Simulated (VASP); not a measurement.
BIr, 2 atoms in the cell. The structure is hexagonal, space group P-6m2 (No. 187). The conventional cell has a = 3.211 Å, b = 3.211 Å, c = 2.425 Å, α = 90.00°, β = 90.00°, γ = 120.00°. B (site symmetry -6m2) is surrounded by 6 Ir at 2.22 Å and 2 B at 2.43 Å. Ir (site symmetry -6m2) has 6 B at 2.22 Å and 2 Ir at 2.43 Å as nearest neighbours. The cell comes from a database or a generator and needn't be the stable form of this composition.

- Program: VASP 6.6.1
- Task: single point
- Functional: PBEsol
- Potentials or basis: VASP PAW PBE potentials, release 64 (B, Ir)
- Cutoff: 520 eV
- k mesh: 21 × 21 × 20
- Occupations: gaussian, width 0.15 eV
- Spin: no spin polarisation
- Dipole correction: no
- Further INCAR settings: ALGO = Fast; EDIFF = 1e-07; NBANDS = 13

Potentials or basis: VASP PAW PBE potentials, release 64 (B, Ir).

Launch:

```sh
$ cat potpaw_PBE.64/B/POTCAR potpaw_PBE.64/Ir/POTCAR > POTCAR
$ mpirun -np 1 vasp_std > vasp.out
```

Hardware: 1 thread of Intel(R) Xeon(R) Platinum 8375C CPU @ 2.90GHz (Ice Lake), on a shared host.

Estimate the wall time of this run.

Run time: 54 s on 1 thread of Intel(R) Xeon(R) Platinum 8375C CPU @ 2.90GHz (Ice Lake), on a shared host, peak memory 0.27 GiB. Counts: scf iterations 15, k points 528.
